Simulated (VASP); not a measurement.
Method: AM05 GGA, VASP's PBE PAW potentials (set 64) (plane waves; VASP).

VASP input:

**POSCAR**
```
Cu
1
    0.0000000000     1.8050000000     1.8050000000
    1.8050000000     0.0000000000     1.8050000000
    1.8050000000     1.8050000000     0.0000000000
Cu
1
Direct
  0.0000000000   0.0000000000   0.0000000000
```

### KPOINTS
```
Automatic mesh
0
Gamma
16 16 16
0 0 0
```

### INCAR
```
ISMEAR=1   ! Methfessel-Paxton
LREAL=F   ! projection in real space or not
NELM=100
NSW=60   ! most ionic steps
EDIFF=1E-6   ! SCF stop (eV)
LCHARG=F
ALGO=Normal
LWAVE=F
IBRION=2   ! conjugate gradients
GGA=AM   ! AM05
LMAXMIX=4   ! l cut-off of mixed one-centre charges
EDIFFG=-0.01
PREC=Accurate
LASPH=T
SIGMA=0.1
SYSTEM=Cu
ISIF=3   ! ions, shape and volume
ENCUT=520
```

POTCAR, in this order: Cu (PBE.64 set). Program: vasp_std.

Output

### OUTCAR
```
 ion  position               nearest neighbor table
   1  0.000  0.000  0.000-
  LATTYP: Found a face centered cubic cell.
 ALAT       =     3.6100000000
 Subroutine PRICEL returns:
 Original cell was already a primitive cell.
 Subroutine GETGRP returns: Found 48 space group operations
The static configuration has the point symmetry O_h .
The dynamic configuration has the point symmetry O_h .
 Subroutine INISYM returns: Found 48 space group operations
 Subroutine IBZKPT returns following result:
 Found    145 irreducible k-points:

 Following reciprocal coordinates:
            Coordinates               Weight
  0.000000  0.000000  0.000000      1.000000
  0.062500  0.000000  0.000000      8.000000
  0.125000  0.000000  0.000000      8.000000
  0.187500  0.000000  0.000000      8.000000
  0.250000  0.000000  0.000000      8.000000
  0.312500  0.000000  0.000000      8.000000
  0.375000  0.000000  0.000000      8.000000
  0.437500  0.000000  0.000000      8.000000
  0.500000  0.000000  0.000000      4.000000
  0.062500  0.062500  0.000000      6.000000
...
```

File OSZICAR:
```
       N       E                     dE             d eps       ncg     rms          rms(c)
DAV:   1     0.349340829166E+02    0.34934E+02   -0.56996E+03  2698   0.204E+03
DAV:   2    -0.463942282916E+01   -0.39574E+02   -0.37711E+02  2622   0.195E+02
DAV:   3    -0.507846081617E+01   -0.43904E+00   -0.43799E+00  3040   0.297E+01
DAV:   4    -0.508160055700E+01   -0.31397E-02   -0.31394E-02  3296   0.228E+00
DAV:   5    -0.508163261856E+01   -0.32062E-04   -0.32061E-04  3102   0.180E-01    0.816E+00
DAV:   6    -0.449451197344E+01    0.58712E+00   -0.19390E+01  2752   0.103E+02    0.422E+00
DAV:   7    -0.407121978288E+01    0.42329E+00   -0.30006E+00  2797   0.402E+01    0.557E-01
DAV:   8    -0.406004345386E+01    0.11176E-01   -0.71043E-03  3038   0.173E+00    0.339E-01
DAV:   9    -0.405798903266E+01    0.20544E-02   -0.13963E-02  2891   0.253E+00    0.296E-02
DAV:  10    -0.405799325010E+01   -0.42174E-05   -0.49310E-05  3820   0.145E-01    0.801E-03
DAV:  11    -0.405799461684E+01   -0.13667E-05   -0.68477E-07  1948   0.186E-02    0.892E-04
DAV:  12    -0.405799456104E+01    0.55798E-07   -0.59833E-08  1475   0.440E-03
   1 F= -.40579946E+01 E0= -.40579691E+01  d E =-.405799E+01
       N       E                     dE             d eps       ncg     rms          rms(c)
DAV:   1    -0.488212974342E+01   -0.82414E+00   -0.15072E+01  2742   0.955E+01    0.768E+00
DAV:   2    -0.437039525516E+01    0.51173E+00   -0.13464E+01  2721   0.862E+01    0.317E+00
DAV:   3    -0.408094681680E+01    0.28945E+00   -0.19802E+00  2694   0.331E+01    0.932E-01
DAV:   4    -0.406322773529E+01    0.17719E-01   -0.15228E-02  2877   0.214E+00    0.160E-01
DAV:   5    -0.406232026467E+01    0.90747E-03   -0.68307E-03  3005   0.197E+00    0.406E-02
DAV:   6    -0.406230038676E+01    0.19878E-04   -0.59746E-05  3641   0.158E-01    0.114E-02
DAV:   7    -0.406229778494E+01    0.26018E-05   -0.89237E-06  2316   0.636E-02    0.663E-04
DAV:   8    -0.406229788909E+01   -0.10415E-06   -0.10165E-07  1451   0.509E-03
   2 F= -.40622979E+01 E0= -.40623237E+01  d E =-.430333E-02
       N       E                     dE             d eps       ncg     rms          rms(c)
DAV:   1    -0.417834585484E+01   -0.11605E+00   -0.22580E+00  2732   0.401E+01    0.274E+00
DAV:   2    -0.409890254703E+01    0.79443E-01   -0.15834E+00  2729   0.289E+01    0.101E+00
DAV:   3    -0.406837815064E+01    0.30524E-01   -0.24325E-01  2711   0.117E+01    0.399E-01
DAV:   4    -0.406520235621E+01    0.31758E-02   -0.50997E-03  3589   0.101E+00    0.292E-02
DAV:   5    -0.406520146240E+01    0.89382E-06   -0.70819E-05  3044   0.184E-01    0.124E-02
DAV:   6    -0.406519964941E+01    0.18130E-05   -0.57523E-06  2067   0.458E-02    0.566E-04
DAV:   7    -0.406519967477E+01   -0.25363E-07   -0.13436E-07  1381   0.591E-03
   3 F= -.40651997E+01 E0= -.40652122E+01  d E =-.720511E-02
```

### OUTCAR
```
------------------------ aborting loop because EDIFF is reached ----------------------------------------
  FORCE on cell =-STRESS in cart. coord.  units (eV):
  Direction    XX          YY          ZZ          XY          YZ          ZX
  --------------------------------------------------------------------------------------
  Total       -0.0022765     -0.0022765     -0.0022765     -0.0000000      0.0000000      0.0000000
  in kB       -0.3213928     -0.3213928     -0.3213928     -0.0000000      0.0000000      0.0000000
  external PRESSURE =      -0.3213928 kB  Pullay stress =       0.0000000 kB
  volume of cell :       11.35
      direct lattice vectors                 reciprocal lattice vectors
    -0.000000000  1.783629062  1.783629062    -0.280327345  0.280327345  0.280327345
     1.783629062 -0.000000000  1.783629062     0.280327345 -0.280327345  0.280327345
     1.783629062  1.783629062  0.000000000     0.280327345  0.280327345 -0.280327345
 POSITION                                       TOTAL-FORCE (eV/Angst)
 -----------------------------------------------------------------------------------
      0.00000      0.00000      0.00000         0.000000      0.000000      0.000000
 -----------------------------------------------------------------------------------
    total drift:                               -0.000000     -0.000000     -0.000000
  FREE ENERGIE OF THE ION-ELECTRON SYSTEM (eV)
  ---------------------------------------------------
  free  energy   TOTEN  =        -4.0651996748 eV

  energy  without entropy=       -4.0652372347  energy(sigma->0) =       -4.06521219

 reached required accuracy - stopping structural energy minimisation
```
(Selected blocks of OUTCAR.)

**CONTCAR**
```
Cu
   1.00000000000000
    -0.0000000000000000    1.7836290623969935    1.7836290623969935
     1.7836290623969935   -0.0000000000000000    1.7836290623969935
     1.7836290623969935    1.7836290623969935    0.0000000000000000
  Cu
     1
Direct
     0.0000000000000000    0.0000000000000000    0.0000000000000000
```

Energy and stress use the plane-wave basis of the starting cell.

The compound is Cu in the fcc structure. This run relaxes it. Symmetry was kept, so distortions that lower it aren't found.
